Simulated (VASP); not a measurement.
GaN:

```
Ga N
1.0
     3.21745    0.00000    0.00000
    -1.60872    2.78639    0.00000
     0.00000    0.00000    5.24182
Ga N
2 2
Cartesian
  1.6087 0.9288 2.6163
  0.0000 1.8576 5.2372
  1.6087 0.9288 4.5912
  0.0000 1.8576 1.9703
```

The cell is a database's computed one.

Program: VASP 6.6.1. Alike in all runs: task band structure; no spin polarisation; cell as given; cutoff (eV) 450; smearing gaussian 0.02 eV.

Order these runs on this cell by their band gap on the k mesh, lowest first.
A. level LDA; potentials or basis VASP PAW LDA potentials, release 64 (Ga_d, N); k mesh 12 × 12 × 8; further INCAR settings ALGO = Fast; EDIFF = 1e-06
B. level r2SCAN; potentials or basis VASP PAW PBE potentials, release 64 (Ga_d, N); k mesh 12 × 12 × 8; further INCAR settings ALGO = Normal; EDIFF = 1e-06
C. level HSE06; potentials or basis VASP PAW PBE potentials, release 64 (Ga_d, N); k mesh 8 × 8 × 6; grid for exact exchange (PRECFOCK) Fast; further INCAR settings ALGO = Normal; EDIFF = 1e-06; screening parameter 0.2 1/A
D. level PBE0; potentials or basis VASP PAW PBE potentials, release 64 (Ga_d, N); k mesh 8 × 8 × 6; grid for exact exchange (PRECFOCK) Fast; exchange at q = 0 truncated; further INCAR settings ALGO = Normal; EDIFF = 1e-06

A (1.74 eV), B (2.12 eV), C (2.98 eV), D (3.64 eV).

Runs at the PBE level aren't shown here.
